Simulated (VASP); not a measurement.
# MgO (Fm-3m) in VASP: G0W0 quasiparticle levels with PBE

Aim: the G0W0 quasiparticle levels of MgO with PBE.

Everything below comes from runs of VASP 6.6.1. Logs are shortened: lines on timing, memory, paths and dates and some standing lists are left out, and cuts for length are marked.

**The experiment to reproduce.**

“Electronic structure of alkaline earth and post-transition metal oxides”, 2009, arxiv:0908.1581 quotes, for a bulk crystal of MgO: band gap 7.83 eV.

The results are compared with them further down.

## 1. The structure

Symmetry: Fm-3m, No. 225, cubic system. Conventional cell: a = 4.194 Å, b = 4.194 Å, c = 4.194 Å, α = 90.00°, β = 90.00°, γ = 90.00°. Mg (site symmetry m-3m) is surrounded by 6 O at 2.10 Å. O (site symmetry m-3m) is surrounded by 6 Mg at 2.10 Å.

The cell is a database's computed one.

## 2. G0W0 quasiparticle levels, PBE

The input, POSCAR:

```
MgO
1.0
    0.0000000000      2.0970013927      2.0970013927
    2.0970013927      0.0000000000      2.0970013927
    2.0970013927      2.0970013927      0.0000000000
Mg O
1 1
Direct
    0.0000000000      0.0000000000      0.0000000000
    0.5000000000      0.5000000000      0.5000000000
```

The input, INCAR.step1:

```
SYSTEM = MgO
PREC = Accurate ; ENCUT = 450
EDIFF = 1E-8 ; ISMEAR = 0
SIGMA = 0.01 ; LREAL = .False.
LASPH = .True. ; NELM = 80
ALGO = Normal ; LWAVE = .True.
LCHARG = .False. ; GGA = PE
```

The input, INCAR.step2:

```
SYSTEM = MgO
PREC = Accurate ; ENCUT = 450
EDIFF = 1E-8 ; ISMEAR = 0
SIGMA = 0.01 ; LREAL = .False.
LASPH = .True. ; NELM = 1
ALGO = Exact ; LWAVE = .True.
LCHARG = .False. ; GGA = PE
NBANDS = 59 ; LOPTICS = .True.
ISTART = 1
```

The input, INCAR.step3:

```
SYSTEM = MgO
PREC = Accurate ; ENCUT = 450
EDIFF = 1E-8 ; ISMEAR = 0
SIGMA = 0.01 ; LREAL = .False.
LASPH = .True. ; ALGO = EVGW0
LWAVE = .False. ; LCHARG = .False.
GGA = PE ; NELMGW = 1
NBANDS = 59 ; ENCUTGW = 120
NOMEGA = 50 ; PRECFOCK = Fast
ISTART = 1 ; NBANDSGW = 12
```

The input, KPOINTS:

```
Automatic mesh
0
Gamma
  8 8 8
  0 0 0
```

Potentials or basis: VASP PAW PBE potentials, release 64 (Mg_GW, O_GW).

Command:

```console
cat potpaw_PBE.64/Mg_GW/POTCAR potpaw_PBE.64/O_GW/POTCAR > POTCAR
cp INCAR.step1 INCAR
mpirun -np 1 vasp_std > vasp.out
cp INCAR.step2 INCAR
mpirun -np 1 vasp_std > vasp.out
cp INCAR.step3 INCAR
mpirun -np 1 vasp_std > vasp.out
```

OUTCAR:

```text
SYSTEM = MgO
   PREC = Accurate
   ENCUT = 450
   EDIFF = 1E-8
   ISMEAR = 0
   LREAL = .False.
   LASPH = .True.
   GGA = PE
   NELMGW = 1
   ENCUTGW = 120
   PRECFOCK = Fast
   ISTART = 1

 ion  position               nearest neighbor table
   1  0.000  0.000  0.000-   2 2.10   2 2.10   2 2.10   2 2.10   2 2.10   2 2.10
   2  0.500  0.500  0.500-   1 2.10   1 2.10   1 2.10   1 2.10   1 2.10   1 2.10

  LATTYP: Found a face centered cubic cell.
 ALAT       =     4.1940027854

  Lattice vectors:

 A1 = (   0.0000000000,   2.0970013927,   2.0970013927)
 A2 = (   2.0970013927,   0.0000000000,   2.0970013927)
 A3 = (   2.0970013927,   2.0970013927,   0.0000000000)

Analysis of symmetry for initial positions (statically):
=====================================================================
 Subroutine PRICEL returns:
 Original cell was already a primitive cell.

 Routine SETGRP: Setting up the symmetry group for a
 face centered cubic supercell.

 Subroutine GETGRP returns: Found 48 space group operations
 (whereof 48 operations were pure point group operations)
 out of a pool of 48 trial point group operations.

The static configuration has the point symmetry O_h .

Analysis of symmetry for dynamics (positions and initial velocities):
=====================================================================
 Subroutine PRICEL returns:
 Original cell was already a primitive cell.

 Routine SETGRP: Setting up the symmetry group for a
 face centered cubic supercell.

 Subroutine GETGRP returns: Found 48 space group operations
 (whereof 48 operations were pure point group operations)
 out of a pool of 48 trial point group operations.

The dynamic configuration has the point symmetry O_h .

 Subroutine INISYM returns: Found 48 space group operations
 (whereof 48 operations are pure point group operations),
 and found     1 'primitive' translations

----------------------------------------------------------------------------------------

[... 91 lines left out ...]
   NELM   =     60;   NELMIN=  2; NELMDL=  0     # of ELM steps
   EDIFF  = 0.1E-07   stopping-criterion for ELM
   LREAL  =      F    real-space projection
   EDIFFG = 0.1E-06   stopping-criterion for IOM
   NSW    =      0    number of steps for IOM
   IBRION =     -1    ionic relax: 0-MD 1-quasi-New 2-CG
   NFREE  =      0    steps in history (QN), initial steepest desc. (CG)
   ISIF   =      0    stress and relaxation
   ISYM   =      3    0-nonsym 1-usesym 2-fastsym
   POTIM  = 0.5000    time-step for ionic-motion
   TEBEG  =    0.0;   TEEND  =   0.0 temperature during run
   PSTRESS=    0.0 pullay stress
   NELECT =       8.0000    total number of electrons
   NUPDOWN=      -1.0000    fix difference up-down
   EMIN   =  10.00;   EMAX   =-10.00  energy-range for DOS
   EFERMI =   0.00;   METHOD = LEGACY
   ISMEAR =     0;   SIGMA  =   0.01  broadening in eV -4-tet -1-fermi 0-gaus
   EFERMI_NEDOS =   21; number of points for ismear=-14 and -15
   IALGO  =     38    algorithm
   IMIX   =      4    mixing-type and parameters
     AMIX     =   0.40;   BMIX     =  1.00
     AMIX_MAG =   1.60;   BMIX_MAG =  1.00
  volume/ion in A,a.u.               =       9.22        62.23
  Fermi-wavevector in a.u.,A,eV,Ry     =   1.239261  2.341864 20.895389  1.535768
  Thomas-Fermi vector in A             =   2.373752
   LORBIT       =      0    0 simple, 1 ext, 2 COOP (PROOUT), +10 PAW based schemes
   GGA     = PE    functional components
   LHFCALC =     T    Hartree Fock is set to
   PRECFOCK=fast      Normal, Fast or Accurate (Low or Medium for compatibility)
   ENCUT4O =  -1.0   cutoff for four orbital integrals eV
   NKREDX  =     1    reduce k-point grid by
   NKREDY  =     1    reduce k-point grid by
   NKREDZ  =     1    reduce k-point grid by
   AEXX    =    1.0000 exact exchange contribution
   HFSCREEN=    0.0000 screening length (either q_TF or 0.3 A-1)
   HFSCREENC=   0.0000 screening length for correlation (either q_TF or 0.3 A-1)
   ENCUTFOCK=  -1.0 apply spherical cutoff to Coloumb kernel
   IVDW    =     0    specifies the selected vdW correction
   LEPSILON=     F    determine dielectric tensor
   LRPA    =     F    only Hartree local field effects (RPA)
   LRPAFORCE           =     F    calculate RPA forces
   ENCUTGW             = 120.0    cutoff for response function in eV
   ENCUTGWSOFT         =  96.0    soft cutoff for Coulomb kernel in GW response function in eV
   ENCUTLF             =  -1.0    cutoff for local field effects
   NELMGW              =     1    number of iterations in solving QP/BSE equation
   NELMHF              =     1    number of iterations in the inner HF iteration
   NKREDLFX            =     1    NKREDLFY  =   1   NKREDLFZ  =   1
 non-spin polarized calculation
 Gauss-broadening in eV      SIGMA  =   0.01
  energy-cutoff  :      450.00
  volume of cell :       18.44
 maximum number of plane-waves:       415
 NGX is ok and might be reduce to    24
  NGX = 14; NGY = 14; NGZ = 14
   NGX = 11   NGY = 11   NGZ = 11
 maximum number of plane-waves:        64
 NGX is ok and might be reduce to    14

 QP shifts <psi_nk| G(iteration)W_0 |psi_nk>: iteration 1
 for sc-GW calculations column KS-energies equals QP-energies in previous step
 and V_xc(KS)=  KS-energies - (<T + V_ion + V_H > + <T+V_H+V_ion>^1  + <V_x>^1)

 k-point   1 :       0.0000    0.0000    0.0000
  band No.  KS-energies  QP-energies   sigma(KS)   V_xc(KS)     V^pw_x(r,r')   Z            occupation Imag(sigma)

      1     -14.0529     -16.1982     -21.1782     -18.1168     -29.9166       0.7008       2.0000       1.1523
      2       3.2813       2.0700     -21.2974     -19.7599     -25.2580       0.7879       2.0000       0.0985
      3       3.2813       2.0700     -21.2974     -19.7599     -25.2580       0.7879       2.0000       0.0985
      4       3.2813       2.0700     -21.2974     -19.7599     -25.2580       0.7879       2.0000       0.0985
      5       8.1334       9.3880     -10.7705     -12.2584      -7.5219       0.8432       0.0000      -0.0580
      6      19.1620      20.4577      -7.5338      -9.0922      -3.1136       0.8314       0.0000      -0.1161
      7      19.1620      20.4577      -7.5338      -9.0922      -3.1136       0.8314       0.0000      -0.1161
      8      19.1620      20.4577      -7.5338      -9.0922      -3.1136       0.8314       0.0000      -0.1161
      9      23.1114      23.5909      -7.3422      -7.9642      -1.6949       0.7709       0.0000      -0.4760
     10      24.9014      26.5227      -7.9394      -9.9065      -3.2802       0.8242       0.0000      -0.1881
     11      24.9014      26.5227      -7.9394      -9.9065      -3.2802       0.8242       0.0000      -0.1881
     12      27.5745      29.1374      -7.5504      -9.5160      -1.8781       0.7951       0.0000      -0.4928
[... 356 lines left out ...]
      1     -12.5816     -14.7602     -22.6588     -19.6637     -31.2350       0.7274       2.0000       1.0379
      2      -0.7680      -2.5594     -17.6085     -15.2740     -21.8131       0.7674       2.0000       0.1407
      3       1.3202      -0.2341     -19.2522     -17.2583     -23.2814       0.7795       2.0000       0.1119
      4       2.2804       0.8831     -20.3940     -18.6058     -24.4579       0.7814       2.0000       0.1047
      5      13.0458      14.4714     -10.0689     -11.7865      -6.1755       0.8300       0.0000      -0.0832
      6      15.6047      17.5140     -12.1598     -14.5521      -7.8987       0.7981       0.0000      -0.1078
      7      16.8961      18.4624      -8.1093      -9.9918      -3.8560       0.8321       0.0000      -0.0975
      8      20.2886      21.9012      -8.5302     -10.5242      -3.7784       0.8087       0.0000      -0.1581
      9      23.9470      25.2506      -8.0806      -9.6930      -2.8689       0.8085       0.0000      -0.3631
     10      25.5013      26.9095      -8.4555     -10.2238      -2.9193       0.7963       0.0000      -0.4545
     11      29.5856      30.9482      -7.1609      -8.8020      -1.6376       0.8303       0.0000      -0.7107
     12      32.2403      34.2737      -8.9301     -11.3288      -3.4563       0.8477       0.0000      -0.7994

 [... further k-points ...]
```

Wall time 11 min (1 thread of Intel Xeon Platinum 8259CL at 2.50GHz (Skylake/Cascade Lake), shared host); peak memory 0.53 GiB.

Results:

- Band gap on the k mesh, mean-field level: 4.85 eV, direct
- Quasiparticle gap: 7.32 eV
- Least direct quasiparticle gap: 7.32 eV

Caveat: bands, screening cutoff and mesh are small and nothing is extrapolated, so the quasiparticle values aren't converged.

## 3. How close it comes

Step 2. A measured gap of MgO is 7.83 eV (quoted in “Electronic structure of alkaline earth and post-transition metal oxides”, 2009, arxiv:0908.1581); the calculated 7.32 eV misses it by -0.51 eV. The value is that of G0W0 on PBE, without temperature or zero-point motion. The cell is a database's relaxed one, not the measured one, which moves gaps too.
